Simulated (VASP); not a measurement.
Method: r2SCAN meta-GGA, VASP's PBE PAW potentials (set 64) (plane waves; VASP).

VASP input:

### INCAR
```
ALGO=Normal
EDIFF=1E-7
ENCUT=480
ISIF=2
ISMEAR=1
LASPH=T
LCHARG=F
LMAXMIX=4
LMIXTAU=T
LREAL=F
LWAVE=F
METAGGA=R2SCAN
NELM=100
PREC=Accurate
SIGMA=0.1
SYSTEM=RuAl
```

File KPOINTS:
```
Automatic
0
Gamma
  12 12 12
0 0 0
```

### POSCAR
```
RuAl
1
    2.9816318972    -0.0000000000     0.0000000000
   -0.0000000000     2.9816318972    -0.0000000000
    0.0000000000    -0.0000000000     2.9816318972
Al Ru
1 1
Direct
  0.5000000000   0.4664613194   0.5000000000
  0.0000000000   0.0000000000   0.0000000000
```

POTCAR, in this order: Al Ru_pv (PBE.64 set). Program: vasp_std.

Output

### OSZICAR
```
       N       E                     dE             d eps       ncg     rms          rms(c)
DAV:   1     0.885745293740E+02    0.88575E+02   -0.93156E+03  4800   0.129E+03
DAV:   2    -0.362548965529E+02   -0.12483E+03   -0.11999E+03  5060   0.348E+02
DAV:   3    -0.388187497125E+02   -0.25639E+01   -0.24906E+01  5804   0.503E+01
DAV:   4    -0.388460116375E+02   -0.27262E-01   -0.27238E-01  5480   0.518E+00
DAV:   5    -0.388468890907E+02   -0.87745E-03   -0.87736E-03  6668   0.719E-01    0.158E+01
DAV:   6    -0.335960328723E+02    0.52509E+01   -0.74885E+00  4948   0.364E+01    0.392E+00
DAV:   7    -0.335464848536E+02    0.49548E-01   -0.82773E-01  4976   0.111E+01    0.207E+00
DAV:   8    -0.335687126308E+02   -0.22228E-01   -0.31061E-02  4932   0.216E+00    0.898E-01
DAV:   9    -0.335741150731E+02   -0.54024E-02   -0.29310E-02  5048   0.198E+00    0.450E-01
DAV:  10    -0.335738790695E+02    0.23600E-03   -0.39093E-03  5256   0.771E-01    0.131E-01
DAV:  11    -0.335739379549E+02   -0.58885E-04   -0.37675E-04  5536   0.228E-01    0.254E-02
DAV:  12    -0.335738552212E+02    0.82734E-04   -0.65971E-05  5140   0.997E-02    0.118E-02
DAV:  13    -0.335738396189E+02    0.15602E-04   -0.96131E-06  5704   0.358E-02    0.119E-02
DAV:  14    -0.335738397831E+02   -0.16418E-06   -0.29165E-06  5384   0.221E-02    0.246E-03
DAV:  15    -0.335738396609E+02    0.12217E-06   -0.21465E-07  4648   0.553E-03    0.140E-03
DAV:  16    -0.335738396754E+02   -0.14510E-07   -0.12648E-07  3196   0.444E-03
   1 F= -.33573840E+02 E0= -.33573820E+02  d E =-.591458E-04
```

OUTCAR:
```
------------------------ aborting loop because EDIFF is reached ----------------------------------------
  FORCE on cell =-STRESS in cart. coord.  units (eV):
  Direction    XX          YY          ZZ          XY          YZ          ZX
  --------------------------------------------------------------------------------------
  Total        0.1954471      0.0630395      0.1954471      0.0000000      0.0000000      0.0000000
  in kB       11.8134779      3.8103207     11.8134779      0.0000000      0.0000000      0.0000000
  external PRESSURE =       9.1457588 kB  Pullay stress =       0.0000000 kB
  volume of cell :       26.51
      direct lattice vectors                 reciprocal lattice vectors
     2.981631897  0.000000000  0.000000000     0.335386806  0.000000000  0.000000000
     0.000000000  2.981631897  0.000000000     0.000000000  0.335386806  0.000000000
     0.000000000  0.000000000  2.981631897     0.000000000  0.000000000  0.335386806
 POSITION                                       TOTAL-FORCE (eV/Angst)
 -----------------------------------------------------------------------------------
      1.49082      1.39082      1.49082         0.000000      0.825790     -0.000000
      0.00000      0.00000      0.00000        -0.000000     -0.825790      0.000000
 -----------------------------------------------------------------------------------
    total drift:                               -0.000000     -0.000252      0.000000
  FREE ENERGIE OF THE ION-ELECTRON SYSTEM (eV)
  ---------------------------------------------------
  free  energy   TOTEN  =       -33.5738396754 eV

  energy  without entropy=      -33.5737805296  energy(sigma->0) =      -33.57381996
```
(Selected blocks of OUTCAR.)

The compound is RuAl in the CsCl type structure. This cell was strained or had an atom moved on purpose. The electron count is odd and the run is not spin-polarised, which forces a metal.
